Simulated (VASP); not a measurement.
AlClO (space group Pmmn): computed properties

All values below come from LDA (Ceperley-Alder, Perdew-Zunger), VASP's LDA PAW potentials (set 64) (plane waves; VASP).

For AlClO, the space group is Pmmn (59). The cell comes out as a = 3.113 Å, b = 3.604 Å, c = 7.608 Å, α = 90.00°, β = 90.00°, γ = 90.00° and the volume per atom is 14.22 Å^3/atom. The band gap (over mesh and band path) is 5.80 eV, the smallest direct gap (over mesh and band path) comes out as 6.00 eV and the band-edge character is indirect, Z-U at 0.83 to Γ. The density comes out as 3.05 g/cm³ and the mean ε∞ (DFPT) comes out as 3.19. The mean ε∞ (independent particles) is 3.52 and the mean static ε comes out as 6.53. The optical Γ-point spectrum is 122, 150, 162, 234, 244, 338, 366, 390, 398, 440, 511, 536, 602, 647, 816 cm⁻¹.

```yaml
crystal:
  lattice:
    - [3.11277, 0.00000, 0.00000]
    - [0.00000, 3.60352, 0.00000]
    - [0.00000, 0.00000, 7.60780]
  atoms:
    - { symbol: Al, position: [0.50000, 0.00000, 0.89249] }
    - { symbol: Al, position: [0.00000, 0.50000, 0.10751] }
    - { symbol: Cl, position: [0.00000, 0.00000, 0.67393] }
    - { symbol: Cl, position: [0.50000, 0.50000, 0.32607] }
    - { symbol: O, position: [0.50000, 0.50000, 0.94924] }
    - { symbol: O, position: [0.00000, 0.00000, 0.05076] }
```

The structure comes from a computed database's AlClO entry (Pmmn); how it stands against other phases isn't given here. It was relaxed first, which changed the volume by -5 %. Symmetry was kept, so distortions that lower it aren't found.
